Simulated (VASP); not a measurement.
Calculation: PBE GGA, VASP's PBE PAW potentials (set 64) (plane waves; VASP).

A VASP calculation is set up with these files.

INCAR:
```
SYSTEM=RuAl
PREC=Accurate; ENCUT=400; LREAL=F
LASPH=F
EDIFF=1E-6; NELM=100; ALGO=Normal
LMAXMIX=4
ISMEAR=1; SIGMA=0.1
GGA=PE
ISIF=2
LWAVE=F; LCHARG=F
```

KPOINTS:
```
Automatic mesh
0
Gamma
11 11 11
0 0 0
```

### POSCAR
```
RuAl
6.0597560
  0.5000000000   0.0000000000   0.0000000000
  0.0000000000   0.4826938576   0.0000000000
  0.0000000000   0.0000000000   0.4812358781
Al Ru
1 1
Cart
  0.2500000000   0.2413469288   0.2406179391
  0.0157350000   0.0000000000   0.0000000000
```

POTCAR, in this order: Al Ru_pv (PBE.64 set). Program: vasp_std.

**Question.** What does the run give for the energy per atom (σ→0), pressure, largest force, band gap (on the k-mesh)?

**Answer.** 
The energy per atom (σ→0) is -7.076 eV/atom, the band gap (on the k-mesh) is none (metal, semimetal or under 0.01 eV) and the pressure is 11.25 GPa. The largest force is 0.891 eV/Å.

**OSZICAR**
```
...
DAV:   6    -0.142285974333E+02    0.60289E+00   -0.35264E+00  5432   0.216E+01    0.251E+00
DAV:   7    -0.141654759670E+02    0.63121E-01   -0.24281E-01  5448   0.589E+00    0.227E+00
DAV:   8    -0.141514012648E+02    0.14075E-01   -0.16379E-02  5816   0.121E+00    0.219E-01
DAV:   9    -0.141512760240E+02    0.12524E-03   -0.36946E-04  6132   0.211E-01    0.130E-01
DAV:  10    -0.141512683459E+02    0.76781E-05   -0.61067E-05  5896   0.852E-02    0.297E-02
DAV:  11    -0.141512670183E+02    0.13276E-05   -0.77632E-06  5940   0.367E-02    0.614E-03
DAV:  12    -0.141512670090E+02    0.92607E-08   -0.32950E-07  2900   0.729E-03
   1 F= -.14151267E+02 E0= -.14151024E+02  d E =-.729721E-03
```

The compound is RuAl in the CsCl type structure. The cell was not relaxed at this level, atoms are displaced from their ideal sites. The run is one of a series of settings (LASPH = .FALSE. against the base run), some of them coarse on purpose. The electron count is odd and the run is not spin-polarised, which forces a metal.
